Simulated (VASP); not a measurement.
All values below come from PBE GGA, VASP's PBE PAW potentials (set 64) (plane waves; VASP).

The input files of a VASP run:

### INCAR
```
! general
SYSTEM   =  Cd27Se27
PREC     =  Normal
ENCUT    =  400
LREAL    =  Auto   ! projection in real space or not
LASPH    =  .TRUE.
SYMPREC  =  1E-4

! electronic loop
EDIFF    =  1E-5   ! SCF stop (eV)
NELM     =  100
NELMIN   =  4
ALGO     =  Fast
LMAXMIX  =  4   ! l cut-off of mixed one-centre charges

! smearing
ISMEAR   =  0
SIGMA    =  0.05   ! width (eV)

! functional
GGA      =  PE

! ions
IBRION   =  2
NSW      =  20
ISIF     =  2
EDIFFG   =  -0.03

! output
LWAVE    =  .TRUE.
LCHARG   =  .FALSE.
```

### POSCAR
```
Cd27Se27
1
   -0.0000000000     9.3072470391     9.3072470391
    9.3072470391    -0.0000000000     9.3072470391
    9.3072470391     9.3072470391    -0.0000000000
Cd Se
27 27
Direct
  0.0000000000   0.0000000000   0.0000000000
  0.0000000000   0.0000000000   0.3333330000
  0.0000000000   0.0000000000   0.6666670000
  0.0000000000   0.3333330000   0.0000000000
  0.0000000000   0.3333330000   0.3333330000
  0.0000000000   0.3333330000   0.6666670000
  0.0000000000   0.6666670000   0.0000000000
  0.0000000000   0.6666670000   0.3333330000
  0.0000000000   0.6666670000   0.6666670000
  0.3333330000   0.0000000000   0.0000000000
  0.3333330000   0.0000000000   0.3333330000
  0.3333330000   0.0000000000   0.6666670000
  0.3333330000   0.3333330000   0.0000000000
  0.3333330000   0.3333330000   0.3333330000
  0.3333330000   0.3333330000   0.6666670000
  0.3333330000   0.6666670000   0.0000000000
  0.3333330000   0.6666670000   0.3333330000
  0.3333330000   0.6666670000   0.6666670000
  0.6666670000   0.0000000000   0.0000000000
  0.6666670000   0.0000000000   0.3333330000
  0.6666670000   0.0000000000   0.6666670000
  0.6666670000   0.3333330000   0.0000000000
  0.6666670000   0.3333330000   0.3333330000
  0.6666670000   0.3333330000   0.6666670000
  0.6666670000   0.6666670000   0.0000000000
  0.6666670000   0.6666670000   0.3333330000
  0.6666670000   0.6666670000   0.6666670000
  0.2500000000   0.2500000000   0.2500000000
  0.2500000000   0.2500000000   0.5833330000
  0.2500000000   0.2500000000   0.9166670000
  0.2500000000   0.5833330000   0.2500000000
  0.2500000000   0.5833330000   0.5833330000
  0.2500000000   0.5833330000   0.9166670000
  0.2500000000   0.9166670000   0.2500000000
  0.2500000000   0.9166670000   0.5833330000
  0.2500000000   0.9166670000   0.9166670000
  0.5833330000   0.2500000000   0.2500000000
  0.5833330000   0.2500000000   0.5833330000
  0.5833330000   0.2500000000   0.9166670000
  0.5833330000   0.5833330000   0.2500000000
  0.5833330000   0.5833330000   0.5833330000
  0.5833330000   0.5833330000   0.9166670000
  0.5833330000   0.9166670000   0.2500000000
  0.5833330000   0.9166670000   0.5833330000
  0.5833330000   0.9166670000   0.9166670000
  0.9166670000   0.2500000000   0.2500000000
  0.9166670000   0.2500000000   0.5833330000
  0.9166670000   0.2500000000   0.9166670000
  0.9166670000   0.5833330000   0.2500000000
  0.9166670000   0.5833330000   0.5833330000
  0.9166670000   0.5833330000   0.9166670000
  0.9166670000   0.9166670000   0.2500000000
  0.9166670000   0.9166670000   0.5833330000
  0.9166670000   0.9166670000   0.9166670000
```

File KPOINTS:
```
Automatic mesh
0
Gamma
1 1 1
0 0 0
```

POTCAR, in this order: Cd Se (PBE.64 set). Program: vasp_gam.

The supercell is sampled at Γ alone, which is coarse: total energies, pressure and levels can be off, energies of defects by several tenths of an eV.

Q: What does the run give for the energy per atom (σ→0)?

A: 
```json
{
  "energy per atom (σ→0)": "-2.652 eV/atom"
}
```

OSZICAR:
```
...
RMM:   9    -0.143228221615E+03   -0.22409E-01   -0.22914E-01   584   0.798E-01    0.148E+00
RMM:  10    -0.143223299770E+03    0.49218E-02   -0.27275E-02   587   0.330E-01    0.440E-01
RMM:  11    -0.143226472514E+03   -0.31727E-02   -0.16551E-02   584   0.155E-01    0.243E-01
RMM:  12    -0.143225884957E+03    0.58756E-03   -0.21707E-03   584   0.794E-02    0.778E-02
RMM:  13    -0.143226001383E+03   -0.11643E-03   -0.11830E-03   584   0.397E-02    0.304E-02
RMM:  14    -0.143225988592E+03    0.12791E-04   -0.17306E-04   466   0.135E-02    0.221E-02
RMM:  15    -0.143225991558E+03   -0.29660E-05   -0.13047E-05   348   0.574E-03
   1 F= -.14322599E+03 E0= -.14322599E+03  d E =-.143226E+03
```

The cell is a supercell, built from a database entry that may be metastable or hypothetical.
